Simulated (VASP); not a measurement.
Level of theory: PBE GGA with D4 dispersion, VASP's PBE PAW potentials (set 64) (plane waves; VASP 6.6.1).

A VASP calculation is set up with these files.

### KPOINTS
```
Automatic mesh
0
Gamma
17 17 9
0 0 0
```

INCAR:
```
! general
SYSTEM  = Co
PREC    = Accurate
ENCUT   = 520   ! plane-wave cut-off (eV)
LREAL   = .FALSE.
LASPH   = .TRUE.

! electronic loop
EDIFF   = 1E-7   ! SCF stop (eV)
NELM    = 100
ALGO    = Normal
LMAXMIX = 4   ! l cut-off of mixed one-centre charges

! smearing
ISMEAR  = 1   ! Methfessel-Paxton
SIGMA   = 0.1   ! width (eV)

! functional
GGA     = PE   ! PBE
IVDW    = 13   ! D4

! spin
ISPIN   = 2   ! spin-polarised
MAGMOM  = 2*1.6

! ions
IBRION  = 2
NSW     = 30   ! most ionic steps
ISIF    = 4   ! ions and shape, fixed volume
EDIFFG  = -0.01

! output
LWAVE   = .FALSE.
LCHARG  = .FALSE.
LORBIT  = 10
```

### POSCAR
```
Co
1.0
  1.2223804861  -2.1172253308   0.0000000000
  1.2223804861   2.1172253308   0.0000000000
  0.0000000000   0.0000000000   3.9479259265
Co
2
Cartesian
  1.2223804861   0.7057431884   0.9869814816
  1.2223804861  -0.7057431884   2.9609444449
```

POTCAR, in this order: Co (PBE.64 set). Program: vasp_std.

Question: Predict the energy per atom (σ→0), cell moment, dispersion energy, band gap (on the k-mesh).

Answer: 
- energy per atom (σ→0): -7.463 eV/atom
- cell moment: 3.15 μB
- dispersion energy: -20.88 kcal/mol
- band gap (on the k-mesh): none (metal, semimetal or under 0.01 eV)

OSZICAR:
```
...
   1 F= -.14925866E+02 E0= -.14926139E+02  d E =-.149259E+02  mag=     3.1488
       N       E                     dE             d eps       ncg     rms          rms(c)
DAV:   1    -0.140204925848E+02   -0.41869E-04   -0.13384E-03 11132   0.316E-01    0.396E-02
DAV:   2    -0.140204655865E+02    0.26998E-04   -0.19414E-05 13492   0.780E-02    0.205E-02
DAV:   3    -0.140204555380E+02    0.10048E-04   -0.12390E-05 12446   0.416E-02    0.572E-03
DAV:   4    -0.140204561671E+02   -0.62908E-06   -0.10463E-06 11201   0.150E-02    0.156E-03
DAV:   5    -0.140204560790E+02    0.88093E-07   -0.49408E-08  5587   0.466E-03
   2 F= -.14925871E+02 E0= -.14926147E+02  d E =-.582736E-05  mag=     3.1491
```

The compound is Co in the hcp structure. This cell is one point of a volume scan, at 0.97 of the reference volume. Symmetry was kept, so distortions that lower it aren't found.
